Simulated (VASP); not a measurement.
The system is Nb.

```
Nb
1.0
    -1.66395    1.66395    1.66395
     1.66395   -1.66395    1.66395
     1.66395    1.66395   -1.66395
Nb
1
Cartesian
  0.0000 0.0000 0.0000
```

The cell was built by a generator and needn't be a form met in nature.

```yaml
Program: VASP 6.6.1
Task: relaxation of cell and atoms
Functional: LDA
Potentials_or_basis: VASP PAW LDA potentials, release 64 (Nb_sv)
Cutoff: 600 eV
k_mesh: 16 × 16 × 16
Occupations: methfessel-paxton, width 0.1 eV
Spin: no spin polarisation
```

At the start: pressure -12.6 GPa; volume 18.43 Å³/atom.

Q: Where does the relaxation end?

A: Over 7 steps the energy falls by 55.5 meV/atom and the volume is 17.11 Å³/atom (-7.2 %); space group Im-3m (No. 229, to 0.05 Å).

Step by step:
| step | energy change (eV) | largest force (eV/Å) | pressure (GPa) | volume (Å³) |
| --- | --- | --- | --- | --- |
| 1 | 0.0000 | 0.0000 | -12.60 | 18.43 |
| 2 | 0.1778 | 0.0000 | 36.22 | 14.83 |
| 3 | -0.0553 | 0.0000 | -0.79 | 17.18 |
| 4 | -0.0555 | 0.0000 | -0.15 | 17.12 |
| 5 | -0.0555 | 0.0000 | 0.15 | 17.09 |
| 6 | -0.0555 | 0.0000 | -0.24 | 17.13 |
| 7 | -0.0555 | 0.0000 | -0.01 | 17.11 |

Final structure:
```
CELL_PARAMETERS angstrom
-1.62318 1.62318 1.62318
1.62318 -1.62318 1.62318
1.62318 1.62318 -1.62318
ATOMIC_POSITIONS crystal
Nb 0.00000 0.00000 0.00000
```
